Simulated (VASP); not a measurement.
Data:

```
CELL_PARAMETERS angstrom
      0.00000     2.48228     2.48228
      2.48228     0.00000     2.48228
      2.48228     2.48228     0.00000
ATOMIC_POSITIONS crystal
  Gd 0.00000 0.00000 0.00000
  N  0.50000 0.50000 0.50000
```

These are r2SCAN meta-GGA, VASP's PBE PAW potentials (set 64) (plane waves; VASP) values and carry that method's errors. Settings: 600 eV cut-off, 8×8×8 Γ-centred mesh, Gaussian smearing of 0.050 eV, potentials Gd_3 N.

The 4f electrons are frozen in the core of the lanthanide potential, so 4f levels, which can set the real gap, and their magnetism are missing.

Stress in GPa, positive for a compressed cell; the cube axes lie along x, y and z, and the ions stay on their sites.

| strain | σxx | σyy | σzz |
|---|---|---|---|
| none | 0.04 | 0.04 | 0.04 |
| εzz = +2.0 % | -1.61 | -1.61 | -5.97 |
| εxx = +0.5 % | -1.65 | -0.42 | -0.42 |
| εxx = -2.0 %, εzz = -2.0 % | 9.65 | 3.48 | 9.65 |
| εxx = +0.5 %, εyy = +0.5 % | -2.06 | -2.06 | -0.87 |
| εxx = +1.5 %, εyy = +1.5 %, εzz = +1.5 % | -6.83 | -6.83 | -6.83 |

### Question
Fit C11 and C12 to these rows, and predict the stress for εxx = +4.0 %.

### Answer
Least squares on Δσ_i = −C11 ε_i − C12 (ε_j + ε_k) over all components shown gives C11 = 342 GPa and C12 = 80 GPa, and so σxx, σyy, σzz = -13.64, -3.16, -3.16 GPa. The run gave -10.55, -3.07, -3.07 GPa; the difference holds the non-linear terms and numerical noise.

Left out are shears, moved atoms, failed runs and, from the fit, strains over 2.5 %.

The compound is GdN in the rock salt structure.
